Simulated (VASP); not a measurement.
# Sr2VWO6 (Fm-3m) in VASP: single point with PBEsol

Aim: the single point of Sr2VWO6 with PBEsol.

All numbers are computed with VASP 6.6.1; they aren't measurements. Logs are shortened: lines on timing, memory, paths and dates and some standing lists are left out, and cuts for length are marked.

## (1) The crystal as given

The structure is cubic, space group Fm-3m (No. 225). Conventional cell: a = 7.868 Å, b = 7.868 Å, c = 7.868 Å, α = 90.00°, β = 90.00°, γ = 90.00°. Around V (site symmetry m-3m) lie 6 O at 1.77 Å. W (site symmetry m-3m) is surrounded by 6 O at 2.16 Å. O (site symmetry 4mm) has 1 V at 1.77 Å as nearest neighbours. Sr (site symmetry -43m) has 12 O at 2.79 Å as nearest neighbours.

The cell was built by a generator and needn't be a form met in nature.

## (2) Single point, PBEsol

The input, INCAR:

```
SYSTEM = Sr2VWO6
  PREC = Accurate
  ENCUT = 520
  EDIFF = 1E-7
  ISMEAR = -1
  SIGMA = 0.1
  LREAL = .False.
  LASPH = .True.
  NELM = 100
  ALGO = Fast
  ISIF = 2
  LWAVE = .False.
  LCHARG = .False.
  GGA = PS
  NBANDS = 52
```

The input, KPOINTS:

```
regular mesh
0
Gamma
  8 8 8
  0 0 0
```

The input, POSCAR:

```
Sr2VWO6
1.0
    0.0000000000      3.9341917700      3.9341917700
    3.9341917700      0.0000000000      3.9341917700
    3.9341917700      3.9341917700      0.0000000000
V W O Sr
1 1 6 2
Direct
    0.5000000000      0.5000000000      0.5000000000
    0.0000000000      0.0000000000      0.0000000000
    0.7250000000      0.2750000000      0.2750000000
    0.2750000000      0.7250000000      0.2750000000
    0.2750000000      0.7250000000      0.7250000000
    0.7250000000      0.2750000000      0.7250000000
    0.2750000000      0.2750000000      0.7250000000
    0.7250000000      0.7250000000      0.2750000000
    0.2500000000      0.2500000000      0.2500000000
    0.7500000000      0.7500000000      0.7500000000
```

Potentials or basis: VASP PAW PBE potentials, release 64 (V_sv, W_sv, O, Sr_sv).

Run with:

```console
$ cat potpaw_PBE.64/V_sv/POTCAR potpaw_PBE.64/W_sv/POTCAR potpaw_PBE.64/O/POTCAR potpaw_PBE.64/Sr_sv/POTCAR > POTCAR
$ mpirun -np 1 vasp_std > vasp.out
```

OUTCAR:

```text
SYSTEM = Sr2VWO6
   PREC = Accurate
   ENCUT = 520
   EDIFF = 1E-7
   ISMEAR = -1
   LREAL = .False.
   LASPH = .True.
   NELM = 100
   ISIF = 2
   GGA = PS

 ion  position               nearest neighbor table
   1  0.500  0.500  0.500-   3 1.77   4 1.77   5 1.77   6 1.77   7 1.77   8 1.77   9 3.41   9 3.41
                             9 3.41   9 3.41  10 3.41  10 3.41  10 3.41  10 3.41
   2  0.000  0.000  0.000-   3 2.16   4 2.16   5 2.16   6 2.16   7 2.16   8 2.16  10 3.41  10 3.41
                            10 3.41   9 3.41  10 3.41   9 3.41   9 3.41   9 3.41
   3  0.725  0.275  0.275-   1 1.77   2 2.16   9 2.79  10 2.79  10 2.79   9 2.79
   4  0.275  0.725  0.275-   1 1.77   2 2.16   9 2.79  10 2.79  10 2.79   9 2.79
   5  0.275  0.725  0.725-   1 1.77   2 2.16   9 2.79   9 2.79  10 2.79  10 2.79
   6  0.725  0.275  0.725-   1 1.77   2 2.16   9 2.79   9 2.79  10 2.79  10 2.79
   7  0.275  0.275  0.725-   1 1.77   2 2.16   9 2.79  10 2.79  10 2.79   9 2.79
   8  0.725  0.725  0.275-   1 1.77   2 2.16   9 2.79   9 2.79  10 2.79  10 2.79
   9  0.250  0.250  0.250-   5 2.79   6 2.79   7 2.79   4 2.79   5 2.79   8 2.79   3 2.79   6 2.79
                             8 2.79   3 2.79   4 2.79   7 2.79   1 3.41   2 3.41   2 3.41   1 3.41
  10  0.750  0.750  0.750-   4 2.79   5 2.79   7 2.79   3 2.79   6 2.79   7 2.79   3 2.79   4 2.79
                             8 2.79   5 2.79   6 2.79   8 2.79   1 3.41   2 3.41   1 3.41   1 3.41

  LATTYP: Found a face centered cubic cell.
 ALAT       =     7.8683835400

  Lattice vectors:

 A1 = (   0.0000000000,   3.9341917700,   3.9341917700)
 A2 = (   3.9341917700,   0.0000000000,   3.9341917700)
 A3 = (   3.9341917700,   3.9341917700,   0.0000000000)

Analysis of symmetry for initial positions (statically):
=====================================================================
 Subroutine PRICEL returns:
 Original cell was already a primitive cell.

 Routine SETGRP: Setting up the symmetry group for a
 face centered cubic supercell.

 Subroutine GETGRP returns: Found 48 space group operations
 (whereof 48 operations were pure point group operations)
 out of a pool of 48 trial point group operations.

The static configuration has the point symmetry O_h .

Analysis of symmetry for dynamics (positions and initial velocities):
=====================================================================
 Subroutine PRICEL returns:
 Original cell was already a primitive cell.

 Routine SETGRP: Setting up the symmetry group for a
 face centered cubic supercell.

 Subroutine GETGRP returns: Found 48 space group operations
 (whereof 48 operations were pure point group operations)
 out of a pool of 48 trial point group operations.

The dynamic configuration has the point symmetry O_h .

 Subroutine INISYM returns: Found 48 space group operations
 (whereof 48 operations are pure point group operations),
 and found     1 'primitive' translations

----------------------------------------------------------------------------------------

                                     Primitive cell

  volume of cell :     121.7858

  direct lattice vectors                    reciprocal lattice vectors
     0.000000000  3.934191770  3.934191770    -0.127090907  0.127090907  0.127090907
     3.934191770  0.000000000  3.934191770     0.127090907 -0.127090907  0.127090907
     3.934191770  3.934191770  0.000000000     0.127090907  0.127090907 -0.127090907

  length of vectors
     5.563787358  5.563787358  5.563787358     0.220127908  0.220127908  0.220127908

  position of ions in fractional coordinates (direct lattice)
     0.500000000  0.500000000  0.500000000
     0.000000000  0.000000000  0.000000000
     0.725000000  0.275000000  0.275000000
     0.275000000  0.725000000  0.275000000
     0.275000000  0.725000000  0.725000000
     0.725000000  0.275000000  0.725000000
     0.275000000  0.275000000  0.725000000
     0.725000000  0.725000000  0.275000000
     0.250000000  0.250000000  0.250000000
     0.750000000  0.750000000  0.750000000

  ion indices of the primitive-cell ions
   primitive index   ion index
                 1           1
                 2           2
                 3           3
                 4           4
                 5           5
                 6           6
                 7           7
                 8           8
                 9           9
                10          10

----------------------------------------------------------------------------------------

 KPOINTS: regular mesh

Automatic generation of k-mesh.
 Grid dimensions read from file:
 generate k-points for:    8    8    8

 Generating k-lattice:

  Cartesian coordinates                     Fractional coordinates (reciprocal lattice)
    -0.015886363  0.015886363  0.015886363     0.125000000  0.000000000  0.000000000
     0.015886363 -0.015886363  0.015886363     0.000000000  0.125000000  0.000000000
     0.015886363  0.015886363 -0.015886363     0.000000000  0.000000000  0.125000000

  Length of vectors
     0.027515988  0.027515988  0.027515988

  Shift w.r.t. Gamma in fractional coordinates (k-lattice)
     0.000000000  0.000000000  0.000000000

 Subroutine IBZKPT returns following result:
 ===========================================

 Found     29 irreducible k-points:

 Following reciprocal coordinates:
            Coordinates               Weight
  0.000000  0.000000  0.000000      1.000000
  0.125000  0.000000  0.000000      8.000000
  0.250000  0.000000  0.000000      8.000000
  0.375000  0.000000  0.000000      8.000000
  0.500000  0.000000  0.000000      4.000000
  0.125000  0.125000  0.000000      6.000000
[... 16 lines left out ...]
  0.500000  0.250000  0.125000     48.000000
 -0.375000  0.250000  0.125000     24.000000
 [... further k-points ...]
   k-points           NKPTS =     29   k-points in BZ     NKDIM =     29   number of bands    NBANDS=     52
   number of dos      NEDOS =    301   number of ions     NIONS =     10
   total plane-waves  NPLWV =  74088
   dimension x,y,z NGX =    42 NGY =   42 NGZ =   42
   dimension x,y,z NGXF=    84 NGYF=   84 NGZF=   84
   ions per type =               1   1   6   2
   NGX,Y,Z   is equivalent  to a cutoff of  12.55, 12.55, 12.55 a.u.
   NGXF,Y,Z  is equivalent  to a cutoff of  25.10, 25.10, 25.10 a.u.
 SYSTEM =  Sr2VWO6
   PREC   = accura    normal or accurate (medium, high low for compatibility)
   ISTART =      0    job   : 0-new  1-cont  2-samecut
   ICHARG =      2    charge: 1-file 2-atom 10-const
   ISPIN  =      1    spin polarized calculation?
   LNONCOLLINEAR =      F non collinear calculations
   LSORBIT =      F    spin-orbit coupling
   LASPH  =      T    aspherical Exc in radial PAW
   ENCUT  =  520.0 eV  38.22 Ry    6.18 a.u.  10.34 10.34 10.34*2*pi/ulx,y,z
   NELM   =    100;   NELMIN=  2; NELMDL= -5     # of ELM steps
   EDIFF  = 0.1E-06   stopping-criterion for ELM
   LREAL  =      F    real-space projection
   EDIFFG = 0.1E-05   stopping-criterion for IOM
   NSW    =      0    number of steps for IOM
   IBRION =     -1    ionic relax: 0-MD 1-quasi-New 2-CG
   NFREE  =      0    steps in history (QN), initial steepest desc. (CG)
   ISIF   =      2    stress and relaxation
   ISYM   =      2    0-nonsym 1-usesym 2-fastsym
   POTIM  = 0.5000    time-step for ionic-motion
   TEBEG  =    0.0;   TEEND  =   0.0 temperature during run
   PSTRESS=    0.0 pullay stress
   NELECT =      83.0000    total number of electrons
   NUPDOWN=      -1.0000    fix difference up-down
   EMIN   =  10.00;   EMAX   =-10.00  energy-range for DOS
   EFERMI =   0.00;   METHOD = LEGACY
   ISMEAR =    -1;   SIGMA  =   0.10  broadening in eV -4-tet -1-fermi 0-gaus
   EFERMI_NEDOS =   21; number of points for ismear=-14 and -15
   IALGO  =     68    algorithm
   IMIX   =      4    mixing-type and parameters
     AMIX     =   0.40;   BMIX     =  1.00
     AMIX_MAG =   1.60;   BMIX_MAG =  1.00
  volume/ion in A,a.u.               =      12.18        82.19
  Fermi-wavevector in a.u.,A,eV,Ry     =   1.440684  2.722498 28.239841  2.075570
  Thomas-Fermi vector in A             =   2.559400
   LORBIT       =      0    0 simple, 1 ext, 2 COOP (PROOUT), +10 PAW based schemes
   GGA     = PS    functional components
   LHFCALC =     F    Hartree Fock is set to
   AEXX    =    0.0000 exact exchange contribution
   IVDW    =     0    specifies the selected vdW correction
   LEPSILON=     F    determine dielectric tensor
   LRPA    =     F    only Hartree local field effects (RPA)
 non-spin polarized calculation
 RMM-DIIS sequential band-by-band and
  energy-cutoff  :      520.00
  volume of cell :      121.79
 maximum number of plane-waves:      3306
 NGX is ok and might be reduce to    42
   NGX = 21   NGY = 21   NGZ = 21

 number of electron      83.0000027 magnetization

 Free energy of the ion-electron system (eV)
  ---------------------------------------------------
  ext. energy  EPLUGINS =         0.00000000
  ---------------------------------------------------
  free energy    TOTEN  =       -82.02308850 eV

  energy without entropy =      -81.89593168  energy(sigma->0) =      -81.95951009

 E-fermi :   6.6028     XC(G=0): -11.6508

 val. band max:        6.6016765295   @ k =  -0.2500   0.2500   0.0000
 cond. band min:       6.6389402380   @ k =  -0.3750   0.2500   0.1250
 fundamental gap:      0.0372637084
 Fermi energy:         6.6027937033

 k-point     1 :       0.0000    0.0000    0.0000
  band No.  band energies     occupation
      1     -69.0979      2.00000
      2     -59.0135      2.00000
      3     -33.2487      2.00000
      4     -33.2487      2.00000
      5     -33.2487      2.00000
      6     -33.1560      2.00000
[... 44 lines left out ...]
     51      10.5890      0.00000
     52      10.5928      0.00000

 k-point     2 :       0.1250    0.0000    0.0000
  band No.  band energies     occupation
      1     -69.0979      2.00000
      2     -59.0135      2.00000
      3     -33.2483      2.00000
      4     -33.2482      2.00000
      5     -33.2482      2.00000
      6     -33.1567      2.00000
[... 44 lines left out ...]
     51      10.7479      0.00000
     52      10.7567      0.00000

 k-point     3 :       0.2500    0.0000    0.0000
  band No.  band energies     occupation
      1     -69.0979      2.00000
      2     -59.0135      2.00000
      3     -33.2472      2.00000
      4     -33.2468      2.00000
      5     -33.2468      2.00000
      6     -33.1584      2.00000
[... 44 lines left out ...]
     51      10.1946      0.00000
     52      11.0884      0.00000
[... 1046 lines left out ...]
 k-point    23 :       0.5000    0.2500    0.1250
  band No.  band energies     occupation
      1     -69.0979      2.00000
      2     -59.0135      2.00000
      3     -33.2493      2.00000
      4     -33.2465      2.00000
      5     -33.2456      2.00000
      6     -33.1597      2.00000
[... 44 lines left out ...]
     51      11.5926      0.00000
     52      11.8946      0.00000

 k-point    24 :      -0.3750    0.2500    0.1250
  band No.  band energies     occupation
      1     -69.0979      2.00000
      2     -59.0135      2.00000
      3     -33.2482      2.00000
      4     -33.2479      2.00000
      5     -33.2450      2.00000
      6     -33.1603      2.00000
[... 44 lines left out ...]
     51      11.5322      0.00000
     52      11.5925      0.00000

 [... further k-points ...]

------------------------ aborting loop because EDIFF is reached ----------------------------------------

  FORCE on cell =-STRESS in cart. coord.  units (eV):
  Direction    XX          YY          ZZ          XY          YZ          ZX
  --------------------------------------------------------------------------------------
  -------------------------------------------------------------------------------------
  Total        0.6062320      0.6062320      0.6062320     -0.0000000     -0.0000000     -0.0000000
  in kB        7.9754068      7.9754068      7.9754068     -0.0000000     -0.0000000     -0.0000000
  external PRESSURE =       7.9754068 kB  Pullay stress =       0.0000000 kB

 VOLUME and BASIS-vectors are now :
 -----------------------------------------------------------------------------
  energy-cutoff  :      520.00
  volume of cell :      121.79
      direct lattice vectors                 reciprocal lattice vectors
     0.000000000  3.934191770  3.934191770    -0.127090907  0.127090907  0.127090907
     3.934191770  0.000000000  3.934191770     0.127090907 -0.127090907  0.127090907
     3.934191770  3.934191770  0.000000000     0.127090907  0.127090907 -0.127090907

 POSITION                                       TOTAL-FORCE (eV/Angst)
 -----------------------------------------------------------------------------------
      3.93419      3.93419      3.93419         0.000000      0.000000      0.000000
      0.00000      0.00000      0.00000         0.000000      0.000000      0.000000
      2.16381      3.93419      3.93419        -6.099755      0.000000      0.000000
      3.93419      2.16381      3.93419         0.000000     -6.099755      0.000000
      5.70458      3.93419      3.93419         6.099755      0.000000      0.000000
      3.93419      5.70458      3.93419         0.000000      6.099755      0.000000
      3.93419      3.93419      2.16381         0.000000      0.000000     -6.099755
      3.93419      3.93419      5.70458         0.000000      0.000000      6.099755
      1.96710      1.96710      1.96710        -0.000000     -0.000000     -0.000000
      5.90129      5.90129      5.90129         0.000000      0.000000     -0.000000
 -----------------------------------------------------------------------------------
    total drift:                               -0.000000      0.000000      0.000000

  FREE ENERGIE OF THE ION-ELECTRON SYSTEM (eV)
  ---------------------------------------------------
  free  energy   TOTEN  =       -82.0230884956 eV

  energy  without entropy=      -81.8959316759  energy(sigma->0) =      -81.95951009
```

It took 31 min on 1 thread of AMD EPYC 7R43 (Zen 3), shared host; peak memory 0.35 GiB.

What came out:

| Quantity | Value |
| --- | --- |
| Free energy | -82.0231 eV |
| Pressure | 0.8 GPa |
| Largest force | 6.100 eV/Å |
| Band gap on the k mesh | none (metal or under the smearing width) |

Forces on the atoms (eV/Å):
```
V    0.000  0.000  0.000
W    0.000  0.000  0.000
O   -6.100  0.000  0.000
O    0.000 -6.100  0.000
O    6.100  0.000  0.000
O    0.000  6.100  0.000
O    0.000  0.000 -6.100
O    0.000  0.000  6.100
Sr   0.000  0.000  0.000
Sr   0.000  0.000  0.000
```

Levels at points of the mesh, in eV from the Fermi level:
```
           k point  band 37  band 38  band 39  band 40  band 41  band 42  band 43  band 44  band 45  band 46
(0.00, 0.00, 0.00)    -3.17    -2.60    -2.60    -2.60    -1.42    -1.42    -1.42     1.76     1.77     1.96
(0.50, 0.00, 0.00)    -3.56    -3.32    -3.32    -3.00     0.14     0.19     0.19     0.74     0.90     0.90
(0.50, 0.50, 0.00)    -4.27    -3.50    -3.50    -2.68    -1.31     0.77     0.77     1.33     1.33     1.72
```

Caveat: the PAW data sets were made with another functional, which shifts forces and pressure a little; an odd number of electrons without spin polarisation forces a metal; a magnetic or distorted state may lie lower; the run has no spin polarisation, though such a crystal can be magnetic; semilocal functionals often make such compounds metallic where correlation or magnetic order opens a gap, which also shifts bond lengths.
